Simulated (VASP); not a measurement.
Input for VASP

INCAR:
```
! general
SYSTEM  =TaC
PREC    =Accurate
ENCUT   =520
LREAL   =.False.
LASPH   =.True.

! electronic loop
EDIFF   =1E-7
NELM    =100
ALGO    =Normal
LMAXMIX =6

! smearing
ISMEAR  =-5

! functional
GGA     =MK
LUSE_VDW=.True.
AGGAC   =0.0
PARAM1  =0.1234568
PARAM2  =0.7114
ZAB_VDW =-1.8867

! ions
ISIF    =2

! output
LWAVE   =.False.
LCHARG  =.True.
LORBIT  =11
NEDOS   =601
```

**POSCAR**
```
TaC
1.0
  0.0000000000   2.2328670920   2.2328670920
  2.2328670920   0.0000000000   2.2328670920
  2.2328670920   2.2328670920   0.0000000000
Ta C
1 1
Cart
  0.0000000000   0.0000000000   0.0000000000
  2.2328670920   2.2328670920   2.2328670920
```

KPOINTS:
```
Automatic mesh
0
Gamma
16 16 16
0 0 0
```

POTCAR, in this order: Ta_pv C (PBE.64 set). Program: vasp_std.

**Question.** Write an equivalent input for Quantum ESPRESSO's pw.x.

**Answer.** One equivalent input (not run):
```
&CONTROL
  calculation = 'scf'
  pseudo_dir = './pseudo'
  outdir = './out'
  tprnfor = .true.
  tstress = .true.
/
&SYSTEM
  ibrav = 0
  nat = 2
  ntyp = 2
  ecutwfc = 82
  occupations = 'tetrahedra'
  input_dft = 'vdw-df2-b86r'
/
&ELECTRONS
  conv_thr = 7.3e-09
  electron_maxstep = 100
/
ATOMIC_SPECIES
  Ta 180.948 Ta.upf
  C 12.011 C.upf
CELL_PARAMETERS angstrom
     0.0000000    2.2328671    2.2328671
     2.2328671    0.0000000    2.2328671
     2.2328671    2.2328671   -0.0000000
ATOMIC_POSITIONS crystal
  Ta   0.0000000  0.0000000  0.0000000
  C    0.5000000  0.5000000  0.5000000
K_POINTS automatic
  16 16 16 0 0 0
```
The two are equivalent in intent, not identical: the potentials are each code's own (VASP's PAW set, PseudoDojo norm-conserving files in pw.x), so ENCUT and ecutwfc are chosen apart and not converted; conv_thr bounds pw.x's estimated SCF error, while EDIFF bounds the energy change between steps.

The compound is TaC in the rock salt structure. It was relaxed first.
